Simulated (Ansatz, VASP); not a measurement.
# SnSe2: VASP beside Ansatz

Wanted: the spread between two codes on one cell, functional and k mesh. The cell is taken from a series of runs on this material, whose earlier steps may have relaxed, scaled, displaced or heated it; both programs get it as it stands.

Program: Ansatz 0.2.0. Level of theory: plane waves, with VASP 6.6.1 beside it; relaxation of cell and atoms at PBEsol. Results are calculated unless marked as measured.

### Step 1. The structure

It takes space group P-3m1 (No. 164, trigonal). Conventional cell: a = 3.819 Å, b = 3.819 Å, c = 6.139 Å, α = 90.00°, β = 90.00°, γ = 120.00°. Nearest to Sn lie 6 Se at 2.72 Å. Nearest to Se lie 3 Sn at 2.72 Å. Farther neighbours and most contacts between anions are not listed.

Coordinates:

```
Sn Se
1.0
     3.81894    0.00000    0.00000
    -1.90947    3.30730    0.00000
     0.00000    0.00000    6.13943
Sn Se
1 2
Direct
  0.00000 0.00000 0.00000
  0.33333 0.66667 0.25836
  0.66667 0.33333 0.74164
```

### Step 2. VASP: relaxation of cell and atoms, PBEsol

The relaxed volume is the usual yardstick between codes: in a stiff, nearly cubic crystal its relative difference is about their pressure difference at one cell divided by the bulk modulus.

Lines of VASP's logs that name or quote its potential files are left out, and so is its time.

The input, INCAR:

```
SYSTEM = SnSe2
PREC = Accurate
ENCUT = 500
EDIFF = 1E-07
NELM = 120
ISMEAR = 0
SIGMA = 0.02
LREAL = .FALSE.
ALGO = Normal
GGA = PS
NBANDS = 19
LORBIT = 11
LWAVE = .FALSE.
LCHARG = .FALSE.
ISIF = 3
IBRION = 2
NSW = 80
EDIFFG = -0.005
LASPH = .TRUE.
GGA_COMPAT = .FALSE.
NELMIN = 4
EFERMI = MIDGAP
KPAR = 2
```

The input, POSCAR:

```
SnSe2
1.0
    3.8189440000      0.0000000000      0.0000000000
   -1.9094720000      3.3073020000      0.0000000000
    0.0000000000      0.0000000000      6.1394300000
Sn Se
1 2
Direct
    0.0000000000      0.0000000000      0.0000000000
    0.3333333333      0.6666666667      0.2583609553
    0.6666666667      0.3333333333      0.7416388818
```

The input, KPOINTS:

```
Automatic mesh
0
Gamma
9 9 6
0 0 0
```

The projector-augmented-wave data sets are Sn_d and Se (PBE family, release 64).

Command:

```sh
> mpirun -np 2 vasp_std
```

Numbers of over 12 decimals in the logs are rounded to 6 here.

The log of the run:

```text
[banner, memory and clock lines left out]
running    2 mpi-ranks, on    1 nodes
 distrk:  each k-point on    1 cores,    2 groups
 distr:  one band on    1 cores,    1 groups

 POSCAR found type information on POSCAR SnSe
 POSCAR found :  2 types and       3 ions
|                                                                             |
|               ----> ADVICE to this user running VASP <----                  |
|                                                                             |
|     You enforced a specific xc type in the INCAR file but a different       |
|     [... a line on the potential file left out ...]
|     I HOPE YOU KNOW WHAT YOU ARE DOING!                                     |
|                                                                             |

 LDA part: xc-table for (Slater+PW92), standard interpolation
 POSCAR, INCAR and KPOINTS ok, starting setup
 FFT: planning ... GRIDC
 FFT: planning ... GRID_SOFT
 FFT: planning ... GRID
 WAVECAR not read
 entering main loop
       N       E                     dE             d eps       ncg     rms          rms(c)
DAV:   1     0.200619966042E+03    0.20062E+03   -0.12001E+04  2389   0.151E+03
DAV:   2     0.100795992634E+02   -0.19054E+03   -0.18467E+03  2503   0.383E+02
DAV:   3    -0.124330888260E+02   -0.22513E+02   -0.22024E+02  2912   0.116E+02
DAV:   4    -0.132278386006E+02   -0.79475E+00   -0.79258E+00  2754   0.225E+01
DAV:   5    -0.132464160935E+02   -0.18577E-01   -0.18576E-01  3245   0.370E+00    0.493E+00
DAV:   6    -0.130102721939E+02    0.23614E+00   -0.47582E-01  3460   0.786E+00    0.313E+00
DAV:   7    -0.129847168058E+02    0.25555E-01   -0.14026E-01  2797   0.265E+00    0.902E-01
DAV:   8    -0.129828045641E+02    0.19122E-02   -0.10719E-02  2927   0.100E+00    0.255E-01
DAV:   9    -0.129828381406E+02   -0.33576E-04   -0.11481E-03  2549   0.255E-01    0.746E-02
DAV:  10    -0.129828390737E+02   -0.93313E-06   -0.94996E-05  3007   0.633E-02    0.284E-02
DAV:  11    -0.129828505825E+02   -0.11509E-04   -0.21632E-05  2467   0.264E-02    0.585E-03
DAV:  12    -0.129828506921E+02   -0.10961E-06   -0.12123E-06  3190   0.857E-03    0.469E-03
DAV:  13    -0.129828509494E+02   -0.25733E-06   -0.84633E-07  2518   0.562E-03    0.176E-03
DAV:  14    -0.129828509739E+02   -0.24541E-07   -0.34410E-08  1667   0.114E-03
   1 F= -.12982851E+02 E0= -.12982851E+02  d E =-.129829E+02
 curvature:   0.00 expect dE= 0.000E+00 dE for cont linesearch  0.000E+00
 trial: gam= 0.00000 g(F)=  0.263E-04 g(S)=  0.137E-03 ort = 0.000E+00 (trialstep = 0.100E+01)
 search vector abs. value=  0.164E-03
 bond charge predicted
       N       E                     dE             d eps       ncg     rms          rms(c)
DAV:   1    -0.129839848960E+02   -0.11339E-02   -0.26075E-02  3011   0.235E+00    0.185E-01
DAV:   2    -0.129831276416E+02    0.85725E-03   -0.15794E-03  3104   0.634E-01    0.849E-02
DAV:   3    -0.129828770131E+02    0.25063E-03   -0.69986E-04  3077   0.382E-01    0.161E-02
DAV:   4    -0.129828713345E+02    0.56786E-05   -0.34332E-05  2461   0.562E-02    0.968E-03
DAV:   5    -0.129828668492E+02    0.44853E-05   -0.29584E-06  3253   0.155E-02    0.244E-03
DAV:   6    -0.129828665298E+02    0.31934E-06   -0.19201E-07  2253   0.371E-03    0.105E-03
DAV:   7    -0.129828664702E+02    0.59623E-07   -0.28724E-08  1280   0.147E-03
   2 F= -.12982866E+02 E0= -.12982866E+02  d E =-.154963E-04
 trial-energy change:   -0.000015  1 .order   -0.000017   -0.000164    0.000129
 step:   0.5500(harm=  0.5590)  dis= 0.00044  next Energy=   -12.982896 (dE=-0.447E-04)
 bond charge predicted
       N       E                     dE             d eps       ncg     rms          rms(c)
DAV:   1    -0.129831207740E+02   -0.25424E-03   -0.52679E-03  3014   0.105E+00    0.836E-02
DAV:   2    -0.129829455631E+02    0.17521E-03   -0.32057E-04  3104   0.286E-01    0.382E-02
DAV:   3    -0.129828961447E+02    0.49418E-04   -0.14112E-04  3080   0.172E-01    0.729E-03
DAV:   4    -0.129828961293E+02    0.15382E-07   -0.69301E-06  2455   0.252E-02    0.438E-03
DAV:   5    -0.129828962246E+02   -0.95291E-07   -0.59768E-07  3132   0.697E-03
   3 F= -.12982896E+02 E0= -.12982896E+02  d E =-.452507E-04
 curvature:  -0.28 expect dE=-0.306E-06 dE for cont linesearch -0.145E-06
 trial: gam=-0.04960 g(F)=  0.227E-07 g(S)=  0.107E-05 ort = 0.921E-05 (trialstep = 0.910E+00)
 search vector abs. value=  0.585E-06
 reached required accuracy - stopping structural energy minimisation
```

OUTCAR, selected parts (step 2):

```text
ion  position               nearest neighbor table
   1  0.000  0.000  0.000-   2 2.72   2 2.72   2 2.72   3 2.72   3 2.72   3 2.72
   2  0.333  0.667  0.258-   1 2.72   1 2.72   1 2.72
   3  0.667  0.333  0.742-   1 2.72   1 2.72   1 2.72

  LATTYP: Found a hexagonal cell.
 ALAT       =     3.8189440000
 C/A-ratio  =     1.6076250398

 Subroutine GETGRP returns: Found 12 space group operations
 (whereof 12 operations were pure point group operations)

The static configuration has the point symmetry D_3d.

 Found     62 irreducible k-points:

   k-points           NKPTS =     62   k-points in BZ     NKDIM =     62   number of bands    NBANDS=     19

   dimension x,y,z NGX =    28 NGY =   28 NGZ =   48
   dimension x,y,z NGXF=    56 NGYF=   56 NGZF=   96

   ENCUT  =  500.0 eV  36.75 Ry    6.06 a.u.   6.96  6.96 11.19*2*pi/ulx,y,z

   NELECT =      26.0000    total number of electrons

 k-points in reciprocal lattice and weights: Automatic mesh
   0.00000000  0.00000000  0.00000000       0.002
   0.11111111 -0.00000000  0.00000000       0.012
   0.22222222 -0.00000000  0.00000000       0.012
   0.33333333  0.00000000  0.00000000       0.012
   0.44444444 -0.00000000  0.00000000       0.012
   0.11111111  0.11111111  0.00000000       0.012
   0.22222222  0.11111111  0.00000000       0.025
   0.33333333  0.11111111  0.00000000       0.025
   0.44444444  0.11111111  0.00000000       0.012
[...]
0.33333333  0.22222222  0.50000000       0.025
   0.33333333  0.33333333  0.50000000       0.004

 average (electrostatic) potential at core
       1-102.5142       2 -53.3681       3 -53.3681

 E-fermi :   4.2784

 k-point     1 :       0.0000    0.0000    0.0000
  band No.  band energies     occupation
    ...
      9       3.4559      2.00000
     10       3.4559      2.00000
     11       3.6925      2.00000
     12       3.6925      2.00000
     13       3.9308      2.00000
     14       4.8904      0.00000
     15       6.9951      0.00000
     16       8.6173      0.00000
     17       8.6173      0.00000
     18      12.0314      0.00000
    ...

 k-point     2 :       0.1111   -0.0000    0.0000
  band No.  band energies     occupation
    ...
      9       2.1899      2.00000
     10       2.9647      2.00000
     11       3.0211      2.00000
     12       3.9249      2.00000
     13       4.0140      2.00000
     14       5.8373      0.00000
     15       7.5933      0.00000
     16       8.2978      0.00000
     17       8.8243      0.00000
     18      11.7394      0.00000
    ...

 k-point     3 :       0.2222   -0.0000    0.0000
  band No.  band energies     occupation
    ...
      9       0.7572      2.00000
     10       1.9120      2.00000
     11       2.3283      2.00000
     12       3.8466      2.00000
     13       3.9587      2.00000
     14       6.0602      0.00000
     15       7.7235      0.00000
     16       9.1591      0.00000
     17       9.2428      0.00000
     18      10.5815      0.00000
    ...

  Total        0.0010152      0.0010152      0.0080441      0.0000000      0.0000000     -0.0000000
  in kB        0.0209465      0.0209464      0.1659737      0.0000000      0.0000000     -0.0000000
  external PRESSURE =       0.0692889 kB  Pullay stress =       0.0000000 kB

  energy-cutoff  :      500.00
  volume of cell :       77.65
      direct lattice vectors                 reciprocal lattice vectors
     3.820500018  0.000000000 -0.000000000     0.261745844  0.151119057 -0.000000000
    -1.910250009  3.308649551 -0.000000000    -0.000000000  0.302238114 -0.000000000
     0.000000000  0.000000000  6.142988956     0.000000000  0.000000000  0.162787205

 POSITION                                       TOTAL-FORCE (eV/Angst)
 -----------------------------------------------------------------------------------
      0.00000      0.00000      6.14299         0.000000     -0.000000     -0.000000
     -0.00000      2.20577      1.58755        -0.000000     -0.000000     -0.000485
      1.91025      1.10288      4.55544        -0.000000      0.000000      0.000485
 -----------------------------------------------------------------------------------
    total drift:                                0.000000     -0.000000      0.000331

  FREE ENERGIE OF THE ION-ELECTRON SYSTEM (eV)
  ---------------------------------------------------
  free  energy   TOTEN  =       -12.9828962246 eV

  energy  without entropy=      -12.9828962246  energy(sigma->0) =      -12.98289622

 reached required accuracy - stopping structural energy minimisation

 total charge
# of ion       s       p       d       tot
------------------------------------------
    1        1.062   1.026  10.098  12.186
    2        1.488   2.289   0.028   3.805
    3        1.488   2.289   0.028   3.805
--------------------------------------------------
tot          4.038   5.605  10.154  19.796

[... 3 further parts left out ...]
```

The run keeps the 12 symmetry operations of its start, so it cannot find a distortion of lower symmetry.

[end of part 1 of 2]

[Lines on the potential files, build, host, timing and source positions are cut from VASP's logs without a mark.]

[Logs are printed without paths, hosts, clocks, repeated set-up lines and the standing remarks that a program may print on its own settings, such as how far it seeks lower states.]

[Hosts, paths, dates, database ids (printed as entryN), source tags and the programs' standing remarks are cut or masked in the printed files.]
